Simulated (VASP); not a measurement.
Input:

```xyz
2
Lattice="2.7379 0.0000 0.0000 0.0000 2.7379 0.0000 0.0000 0.0000 2.7379" Properties=species:S:1:pos:R:3 pbc="T T T"
Cu     0.0000     0.0000     0.0000
F      1.3690     1.3690     1.3690
```

All values below come from r2SCAN meta-GGA, VASP's PBE PAW potentials (set 64) (plane waves; VASP). Settings: 520 eV cut-off, 15×15×15 Γ-centred mesh, tetrahedra with Blöchl corrections, potentials Cu F.

Give the energies of bands 2 to 10 at the high-symmetry points, in eV from the Fermi level.

| band | Γ | X | M | R |
|---|---|---|---|---|
| 2 | -4.90 | -8.21 | -6.88 | -6.81 |
| 3 | -4.90 | -4.97 | -6.88 | -6.81 |
| 4 | -4.90 | -4.97 | -4.41 | -6.81 |
| 5 | -1.89 | -1.66 | -1.67 | -0.08 |
| 6 | -1.89 | -0.43 | -1.25 | -0.08 |
| 7 | -1.52 | -0.32 | -0.77 | -0.08 |
| 8 | -0.38 | -0.20 | -0.77 | 0.04 |
| 9 | -0.38 | -0.20 | 0.01 | 0.04 |
| 10 | -0.38 | 4.73 | 5.43 | 7.44 |

It has no gap at this level: it comes out as a metal or semimetal.

The structure was generated: CuF was put into the CsCl type type (Pm-3m), which need not be its known phase. It was relaxed first, which changed the volume by +38 %.
